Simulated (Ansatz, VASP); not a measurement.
## Cross-check of As (arsenene bilayer, AA') between VASP and Ansatz

Aim: how closely do two programs agree when they are given the same cell, functional and k mesh? The structure shown is the start of the Ansatz relaxation below; VASP solves that cell, so the two are compared at the walk's first step.

Method: plane waves, with VASP 6.6.1 beside it; single point at PBE with D3(BJ), in Ansatz 0.2.0.

### Step 1. Set-up

The cell holds 4 atoms: 4 As. Cell: a = 3.610 Å, b = 3.610 Å, c = 35.400 Å, α = 90.0°, β = 90.0°, γ = 120.0°. Vacuum lies along c. The height across the vacuum is the one that the program set for its solve, not the one typed.

### Step 2. Ansatz: relaxation, PBE with D3(BJ)

Ansatz runs on its default PAW (the set named soft_2) files.

The two programs are compared at the cell with which this relaxation starts, whose forces are those of its first step.

File input.yaml:

```yaml
crystal:
  lattice:
    - [3.61, 0.0, 0.0]
    - [-1.805, 3.1263517077, 0.0]
    - [0.0, 0.0, 23.8]
  atoms:
    - { symbol: As, position: [0.6666666667, 0.3333333333, 0.3781512605] }
    - { symbol: As, position: [0.3333333333, 0.6666666667, 0.4369747899] }
    - { symbol: As, position: [0.3333333333, 0.6666666667, 0.5630252101] }
    - { symbol: As, position: [0.6666666667, 0.3333333333, 0.6218487395] }
  periodic: [true, true, false]
kpoints:
  mp_grid: { grid: [12, 12, 1] }
hamiltonian:
  xc: pbe
  dispersion: d3bj
scf:
  occupations: { method: fermi_dirac, width: 0.05 }
  convergence: { dr2_threshold: 1.0e-09 }
relax:
  f_tol: 0.004
  max_steps: 90
  cell: {}
output:
  write_potential: true
  write_density: true
  volumetric_format: npy
```

Run with:

```console
ansatz run input.yaml --threads 4 --pin off --max-ram 6144MiB --backend cpu --events-out ev --progress --plain --runs-dir out
```

Numbers of over 12 decimals in the logs are rounded to 6 here.

Output:

```text
Warning: crystal.periodic: the lattice vector that does not repeat stood 0.000° off the slab's normal, 23.800 Å along it as the deck builds it. The run solves the slab on a vector along the normal, 35.400 Å long, with every atom where it was (on the deck's vector they left 18.00 Å outside them, and the widest stretch free of ions among them is 3.00 Å). A fractional position that the run reports is one of the run's ce [...]
Warning: relax.cell: scf.convergence.dr2_threshold = 1e-9 eV is looser than the 1.60230732251e-10 eV advised for a relaxation that steers and ends on the stress (1e-10 eV for each atom of the cell: 4, times the square of relax.cell.stress_2d_tol = 0.05 N/m over 15.8 Å (the atoms' height at the walk's start and 5 Å past either face), 3.165e-2 GPa, over a crystal's default 0.05). What an SCF threshold leaves in a stress goes as its square root, and in the free energy as the threshold itself, and one threshold admits the most on a small cell: [figures from the program's tests cut] Set scf.convergence.dr2_threshold to 1.60230732251e-10 eV or tighter. [rest of the remark cut]
crystal.periodic: the lattice vector that does not repeat stood 0.000° off the slab's normal, 23.800 Å along it as the deck builds it. The run solves the slab on a vector along the normal, 35.400 Å long, with every atom where it was (on the deck's vector they left 18.00 Å outside them, and the widest stretch free of ions among them is 3.00 Å). A fractional position that the run reports is one of the run's cell, which [...]
Engine: ansatz 0.2.0, aarch64-unknown-linux-gnu
Pseudopotentials: kind: paw
Pseudopotential: As, paw, valence charge 15, recommended cutoff 420 eV (normal), As.paw.azcp
Functional definition: PBE
  parameter kappa = 0.804
  parameter beta = 0.066725
  exchange = pbe_x(kappa = kappa, mu = beta*pi^2/3)
  correlation = pbe_c(beta = beta)
Crystal: 4 atoms, lattice volume = 399.529 Å³
Basis set: ecut = 420 eV, 7727 PW (Γ), exchange–correlation on 50×50×480 points (8 copies of the dense FFT grid, shifted against one another)
Bands: 36, of which v1, the nominal top of the filled ones, is band 30 counted from 1 (29 counted from 0)
Symmetry: 12 space group operations
Space group: P-6m2 (ITA 187), of the structure as read, at distance tolerance 7.4e-5 Å
k-points: 19 of 144 (time reversal used)
[...]
SCF iter   4: F=—  HF=-19425.512779 eV  |F-HF|=—  |Δ(HF+E_count)|=   3.27e-5  Δρ=2.24e-5  dr2=2.08e-6  ethr=3.19e-7  ⟨swp⟩=2.1  Hψ=837  notcnv=0
SCF iter   5: F=—  HF=-19425.512804 eV  |F-HF|=—  |Δ(HF+E_count)|=   2.49e-5  Δρ=5.23e-6  dr2=1.56e-7  ethr=3.47e-9  ⟨swp⟩=3.6  Hψ=1322  notcnv=0
SCF iter   6: F=—  HF=-19425.512804 eV  |F-HF|=—  |Δ(HF+E_count)|=   5.43e-8  Δρ=1.65e-6  dr2=1.44e-8  ethr=2.60e-10  ⟨swp⟩=2.8  Hψ=1328  notcnv=0
SCF iter   7: F=—  HF=-19425.512804 eV  |F-HF|=—  |Δ(HF+E_count)|=   2.02e-8  Δρ=4.32e-7  dr2=1.04e-9  ethr=2.41e-11  ⟨swp⟩=3.8  Hψ=1369  notcnv=0
SCF iter   8: F=-19425.512804 eV  HF=-19425.512804 eV  |F-HF|=5.82e-11  |Δ(HF+E_count)|=   2.11e-9  Δρ=6.52e-8  dr2=2.31e-11  ethr=1.67e-12  ⟨swp⟩=9.6  Hψ=4151  notcnv=0
SCF 6 converged in 8 iterations: F = -19425.512804 eV  dr2 = 2.31e-11
relax step   6: F+E_penalty+E_count = -19425.51280405 eV  Δ(F+E_penalty+E_count) = -5.370e-4 eV  max|allowed force component| = 3.078e-3 eV/Å  Δτ_max = 0.0149 Å  P = -0.037 N/m  Ω = 390.779 Å³  energy of the carried Pulay correction = +2.685e-4 eV  fix = [c, alpha, beta]  reactions: c -0.000 N/m  (8 SCF iters, accepted)
[...]
relax step   7: F+E_penalty+E_count = -19425.51283506 eV  Δ(F+E_penalty+E_count) = -3.101e-5 eV  max|allowed force component| = 8.716e-4 eV/Å  Δτ_max = 0.0055 Å  P = +0.004 N/m  Ω = 390.557 Å³  energy of the carried Pulay correction = +2.754e-4 eV  fix = [c, alpha, beta]  reactions: c +0.000 N/m  (7 SCF iters, accepted)
[...]
relax step   8: F+E_penalty+E_count = -19425.51257248 eV  Δ(F+E_penalty+E_count) = +2.626e-4 eV  max|allowed force component| = 8.511e-4 eV/Å  Δτ_max = 0.0000 Å  P = +0.002 N/m  Ω = 390.557 Å³  fix = [c, alpha, beta]  reactions: c +0.000 N/m  stress off target by 1.99e-3 N/m on what of the cell is left free  SCF on the basis re-selected at this cell (its energy is not comparable with the rows above)  (5 SCF iters)
basis re-selected at this cell: Δ(F+E_penalty+E_count) = +2.626e-4 eV, ΔP = -0.002 N/m vs the last step (what re-selecting the basis moved, of the pressure what is left beyond the Pulay correction that the steps carried, after the strain that the cell walked since its last selection, with what the two solves' SCF thresholds leave and, on support functions, any second-order correction that the steps lacked; it is no measure of the basis error at this ecutwfc). The dense FFT grid was sized anew with the basis: this SCF ran on 24×24×240 points, the steps before it on 25×25×240, so part of this shift can come from that change (see relax.cell in the input reference). [rest of the remark cut]
SCF converged after 5 iterations
Free energy (F): -19425.512572 eV
Harris-Foulkes:  -19425.512572 eV  (|F-HF|=4.00e-10)
Internal energy: -19425.512572 eV  (E = F + TS)
E sigma→0 (E₀):  -19425.512572 eV
Entropy (-TS):   -0.000000 eV (-0.000 meV/atom)
Fermi energy:    -4.610390 eV
--- Per-component energies (eV) ---
  E_band       = -1829.204791
  E_kinetic    = 409.104538
  E_local      = -176505.858866  (includes V_loc(G=0)·N_el)
  E_nonlocal   = -2682.946813
  E_hartree    = 88166.738730
  E_xc         = -315.884130
  E_vxc        = -315.222410  (∫ρ·V_xc dr)
  E_paw        = -7338.200969  (= ΣΔE_a)
  E_vpaw       = 932.246783  (= ΣTr[D̂ρ^β])
  E_aug_tail   = 0.000028  (compensation charges beyond the density's cutoff)
  E_ewald      = 78842.547550
  E_disp       = -1.012640  (pairwise vdW)
  E_smearing   = -0.000000  (= −TS)
  E_closure    = -0.000000  (closes the sum)
  Σ components = -19425.512572   (vs F -19425.512572, Δ=0.00e0)
--- Forces (eV/Å), atoms counted from 1 ---
  atom   1  As    -0.00000000     0.00000000     0.00085109
  atom   2  As     0.00000000    -0.00000000    -0.00068733
  atom   3  As     0.00000000    -0.00000000     0.00068733
  atom   4  As    -0.00000000     0.00000000    -0.00085109
  max |Σ_I F_I| component: 2.31e-18 eV/Å
--- 2D stress c σ (N/m, compression-positive) ---
        0.001986      -0.000000      -0.000000
        0.000000       0.001986      -0.000000
       -0.000000      -0.000000       0.000000
  P = ½ c Tr σ = 0.0020 N/m
--- Band table (eV; the first three rows and the last of 19) ---
  k-point 0: bands = [... 26 lower, -5.2863, -5.2863, -5.2567, -5.2567, -3.3404, -2.9302, -1.8022, -1.8022, ... 2 higher]
  k-point 1: bands = [... 26 lower, -6.1603, -5.5015, -5.4714, -5.3842, -2.7192, -2.4199, -1.9242, -1.7287, ... 2 higher]
  k-point 2: bands = [... 26 lower, -6.2950, -5.9762, -5.9454, -5.3347, -3.1246, -2.8843, -1.2411, -1.1919, ... 2 higher]
  k-point 18: bands = [... 26 lower, -7.7225, -7.4537, -7.3391, -7.1085, -3.6436, -3.2204, -1.1820, -1.1725, ... 2 higher]
  the weakly bound empty levels are not read free of the cell's end (no_gap_told)
--- Relaxed structure (7 steps of the walk, 7 accepted, 1 SCFs on fresh bases) ---
  F+E_penalty+E_count = -19425.51257248 eV   max|allowed force component| = 8.511e-4 eV/Å   (the final SCF, on the basis selected at the relaxed cell)
  cell:  # Å, volume = 390.5573 Å³
    - [3.569237, -2.262792058870629e-18, 0]
    - [-1.784619, 3.091050, 0]
    - [0, 0, 35.4000000004]
  atoms:
    - { symbol: As, position: [0.666667, 0.333333, 0.242336] }
    - { symbol: As, position: [0.333333, 0.666667, 0.281848] }
    - { symbol: As, position: [0.333333, 0.666667, 0.390468] }
    - { symbol: As, position: [0.666667, 0.333333, 0.429981] }
```

Reading the cycles: dr2 is the Hartree energy of the density residual (eV), the measure of convergence; HF is the Harris–Foulkes estimate of the energy, which meets the free energy F at convergence.

### Step 3. VASP: single point, PBE with D3(BJ), start cell

The same cell, functional, mesh and smearing now go to VASP, with its own data sets.

Lines of VASP's logs that name or quote its potential files are left out, and so is its time.

File INCAR:

```
SYSTEM = As
PREC = Accurate
ENCUT = 400
EDIFF = 1E-06
NELM = 120
ISMEAR = -1
SIGMA = 0.05
LREAL = .FALSE.
ALGO = Normal
GGA = PE
IVDW = 12
NBANDS = 16
LORBIT = 11
LWAVE = .FALSE.
LCHARG = .FALSE.
ISIF = 2
LDIPOL = .TRUE.
IDIPOL = 3
DIPOL = 0.5 0.5 0.336
LVHAR = .TRUE.
LASPH = .TRUE.
GGA_COMPAT = .FALSE.
EFERMI = MIDGAP
NELMDL = -8
```

File POSCAR:

```
As
1.0
    3.6100000000      0.0000000000      0.0000000000
   -1.8050000000      3.1263520000      0.0000000000
    0.0000000000      0.0000000000     35.4000000000
As
4
Direct
    0.6666666134      0.3333332267      0.2542372881
    0.3333332267      0.6666664534      0.2937853107
    0.3333332267      0.6666664534      0.3785310734
    0.6666666134      0.3333332267      0.4180790960
```

File KPOINTS:

```
Automatic mesh
0
Gamma
12 12 1
0 0 0
```

The projector-augmented-wave data sets are As (PBE family, release 64).

Run with:

```console
mpirun -np 1 vasp_std
```

Output:

```text
[banner, memory and clock lines left out]
running    1 mpi-ranks, on    1 nodes
 distrk:  each k-point on    1 cores,    1 groups
 distr:  one band on    1 cores,    1 groups

 POSCAR found type information on POSCAR As
 POSCAR found :  1 types and       4 ions
 LDA part: xc-table for (Slater+PW92), standard interpolation
 POSCAR, INCAR and KPOINTS ok, starting setup
 FFT: planning ... GRIDC
 FFT: planning ... GRID_SOFT
 FFT: planning ... GRID
 WAVECAR not read
 entering main loop
       N       E                     dE             d eps       ncg     rms          rms(c)
DAV:   1     0.124995529794E+03    0.12500E+03   -0.51986E+03   608   0.686E+02
DAV:   2    -0.376240059732E+01   -0.12876E+03   -0.12381E+03   968   0.135E+02
DAV:   3    -0.181141445493E+02   -0.14352E+02   -0.14303E+02   856   0.559E+01
DAV:   4    -0.184067770715E+02   -0.29263E+00   -0.29199E+00   848   0.101E+01
DAV:   5    -0.184129628115E+02   -0.61857E-02   -0.61804E-02   808   0.134E+00
DAV:   6    -0.184131735976E+02   -0.21079E-03   -0.21078E-03   848   0.249E-01
DAV:   7    -0.184131806117E+02   -0.70141E-05   -0.70144E-05   848   0.385E-02
DAV:   8    -0.184131809700E+02   -0.35832E-06   -0.35818E-06   760   0.832E-03    0.486E+00
DAV:   9    -0.183311892135E+02    0.81992E-01   -0.45402E-02   720   0.107E+00    0.289E+00
DAV:  10    -0.182896220565E+02    0.41567E-01   -0.92619E-02   792   0.153E+00    0.175E-01
DAV:  11    -0.182900990681E+02   -0.47701E-03   -0.21841E-03   744   0.280E-01    0.107E-01
DAV:  12    -0.182905624784E+02   -0.46341E-03   -0.12018E-03   728   0.188E-01    0.278E-02
DAV:  13    -0.182905672342E+02   -0.47558E-05   -0.48731E-05   832   0.391E-02    0.183E-02
DAV:  14    -0.182905906412E+02   -0.23407E-04   -0.92147E-05   800   0.462E-02    0.677E-03
DAV:  15    -0.182906037464E+02   -0.13105E-04   -0.24956E-06   688   0.769E-03    0.455E-03
DAV:  16    -0.182906724176E+02   -0.68671E-04   -0.17995E-05   704   0.142E-02    0.205E-03
DAV:  17    -0.182906940355E+02   -0.21618E-04   -0.24938E-06   712   0.472E-03    0.182E-03
DAV:  18    -0.182907188172E+02   -0.24782E-04   -0.26353E-06   688   0.506E-03    0.610E-04
DAV:  19    -0.182907234088E+02   -0.45916E-05   -0.69082E-08   600   0.106E-03    0.429E-04
DAV:  20    -0.182907340034E+02   -0.10595E-04   -0.39474E-07   576   0.121E-03    0.250E-04
DAV:  21    -0.182907357249E+02   -0.17216E-05   -0.21339E-08   536   0.416E-04    0.144E-04
DAV:  22    -0.182907373152E+02   -0.15903E-05   -0.10873E-07   584   0.624E-04    0.824E-05
DAV:  23    -0.182907379256E+02   -0.61033E-06   -0.12371E-08   448   0.228E-04
   1 F= -.19395503E+02 E0= -.19393942E+02  d E =-.312265E-02
```

From OUTCAR (step 3):

```text
ion  position               nearest neighbor table
   1  0.667  0.333  0.254-   2 2.51   2 2.51   2 2.51
   2  0.333  0.667  0.294-   1 2.51   1 2.51   1 2.51
   3  0.333  0.667  0.379-   4 2.51   4 2.51   4 2.51
   4  0.667  0.333  0.418-   3 2.51   3 2.51   3 2.51

  LATTYP: Found a hexagonal cell.
 ALAT       =     3.6100000000
 C/A-ratio  =     9.8060941828

 Subroutine GETGRP returns: Found 12 space group operations
 (whereof  6 operations were pure point group operations)

The static configuration has the point symmetry C_3v.
 The point group associated with its full space group is D_3h.

 Found     19 irreducible k-points:

   k-points           NKPTS =     19   k-points in BZ     NKDIM =     19   number of bands    NBANDS=     16

   dimension x,y,z NGX =    24 NGY =   24 NGZ =  240
   dimension x,y,z NGXF=    48 NGYF=   48 NGZF=  480

   ENCUT  =  400.0 eV  29.40 Ry    5.42 a.u.   5.89  5.89 57.73*2*pi/ulx,y,z

   NELECT =      20.0000    total number of electrons

 k-points in reciprocal lattice and weights: Automatic mesh
   0.00000000  0.00000000  0.00000000       0.007
   0.08333333  0.00000000  0.00000000       0.042
   0.16666667  0.00000000  0.00000000       0.042
   0.25000000  0.00000000  0.00000000       0.042
   0.33333333  0.00000000  0.00000000       0.042
   0.41666667  0.00000000  0.00000000       0.042
   0.50000000  0.00000000  0.00000000       0.021
   0.08333333  0.08333333  0.00000000       0.042
   0.16666667  0.08333333  0.00000000       0.083
[...]
0.33333333  0.25000000  0.00000000       0.083
   0.33333333  0.33333333  0.00000000       0.014

 dipolmoment           0.000000      0.000000      0.000002 electrons x Angstroem

 average (electrostatic) potential at core
       1 -57.4905       2 -57.5253       3 -57.5253       4 -57.4905

 E-fermi :  -2.2527

 k-point     1 :       0.0000    0.0000    0.0000
  band No.  band energies     occupation
    ...
      6      -3.4034      2.00000
      7      -3.4034      2.00000
      8      -3.2111      2.00000
      9      -3.2111      2.00000
     10      -2.6503      1.99930
     11      -1.4934      0.00000
     12      -0.6378      0.00000
     13      -0.0309      0.00000
     14      -0.0309      0.00000
     15       0.3411      0.00000
    ...

 k-point     2 :       0.0833    0.0000    0.0000
  band No.  band energies     occupation
    ...
      6      -4.2527      2.00000
      7      -4.0847      2.00000
      8      -3.6076      2.00000
      9      -3.4154      2.00000
     10      -2.4729      1.97581
     11      -0.8860      0.00000
     12      -0.2548      0.00000
     13      -0.1480      0.00000
     14       0.1550      0.00000
     15       0.3865      0.00000
    ...

 k-point     3 :       0.1667    0.0000    0.0000
  band No.  band energies     occupation
    ...
      6      -5.3194      2.00000
      7      -4.6195      2.00000
      8      -4.0609      2.00000
      9      -3.8691      2.00000
     10      -2.4485      1.96089
     11      -1.3168      0.00000
     12      -0.6683      0.00000
     13       0.4990      0.00000
     14       0.5625      0.00000
     15       1.0089      0.00000
    ...

 Edisp (eV)   -1.10477

  Total      -0.22832    -0.22832     2.73283     0.00000     0.00000     0.00000
  in kB      -0.91559    -0.91559    10.95911     0.00000     0.00000     0.00000
  external pressure =        3.04 kB  Pullay stress =        0.00 kB

  energy-cutoff  :      400.00
  volume of cell :      399.53
      direct lattice vectors                 reciprocal lattice vectors
     3.610000000  0.000000000  0.000000000     0.277008310  0.159930808  0.000000000
    -1.805000000  3.126352000  0.000000000     0.000000000  0.319861615  0.000000000
     0.000000000  0.000000000 35.400000000     0.000000000  0.000000000  0.028248588

 POSITION                                       TOTAL-FORCE (eV/Angst)
 -----------------------------------------------------------------------------------
      1.80500      1.04212      9.00000        -0.000000      0.000000     -0.086949
      0.00000      2.08423     10.40000        -0.000000     -0.000000     -0.747616
      0.00000      2.08423     13.40000         0.000000     -0.000000      0.747616
      1.80500      1.04212     14.80000         0.000000      0.000000      0.086949
 -----------------------------------------------------------------------------------
    total drift:                               -0.000000      0.000404     -0.000002

  FREE ENERGIE OF THE ION-ELECTRON SYSTEM (eV)
  ---------------------------------------------------
  free  energy   TOTEN  =       -19.3955033641 eV

  energy  without entropy=      -19.3923807102  energy(sigma->0) =      -19.39394204

 vacuum level on the upper side and lower side of the slab         2.147         2.147

 total charge
# of ion       s       p       d       tot
------------------------------------------
    1        1.297   1.367   0.041   2.706
    2        1.313   1.369   0.043   2.725
    3        1.313   1.369   0.043   2.725
    4        1.297   1.367   0.041   2.706
--------------------------------------------------
tot          5.220   5.471   0.169  10.860

[... 3 further parts left out ...]
```

### Step 4. Comparison

Known differences besides the potentials themselves: Ansatz cuts the interaction across the vacuum, VASP repeats the sheet with a dipole correction; the data sets hold 60 valence electrons in Ansatz (on its default PAW (the set named soft_2) files) and 20 in VASP; the cutoff is 420 eV in Ansatz and 400 eV in VASP. Total energies have different zeros and are not compared.

Forces (eV/Å; atoms numbered as in POSCAR):

```
atom        Ansatz x, y, z          VASP x, y, z
 As1  0.000, 0.000, -0.007  0.000, 0.000, -0.087
 As2  0.000, 0.000, -0.831  0.000, 0.000, -0.748
 As3   0.000, 0.000, 0.831   0.000, 0.000, 0.748
 As4   0.000, 0.000, 0.007   0.000, 0.000, 0.087
```

The forces differ by 47 meV/Å r.m.s., which is 15.3 % of the r.m.s. force of 0.307 eV/Å (both taken over all components). With vacuum in the cell, a pressure given here is an average over mostly empty space and none of the material.

### Step 5. Results

| Property | Result |
| --- | --- |
| r.m.s. force difference (single point, PBE with D3(BJ), start cell) | 15 % of the r.m.s. force |

**Reading.** The r.m.s. force difference is 15 % of the r.m.s. force (single point, PBE with D3(BJ), start cell), beyond the 3 % picked in this series as the mark of a large difference. The data sets hold unlike numbers of valence electrons (60 in Ansatz and 20 in VASP), so part of the differences comes from the potentials. What causes the difference of the single point, PBE with D3(BJ), start cell pair stays open here. 1 further run of this series is not shown here. How closely two codes agree says nothing of how well the functional describes the real material.

[Lines on the potential files, build, host, timing and source positions are cut from VASP's logs without a mark.]

[Logs are printed without paths, hosts, clocks, repeated set-up lines and the standing remarks that a program may print on its own settings, such as how far it seeks lower states.]

[Hosts, paths, dates, database ids (printed as entryN), source tags and the programs' standing remarks are cut or masked in the printed files.]
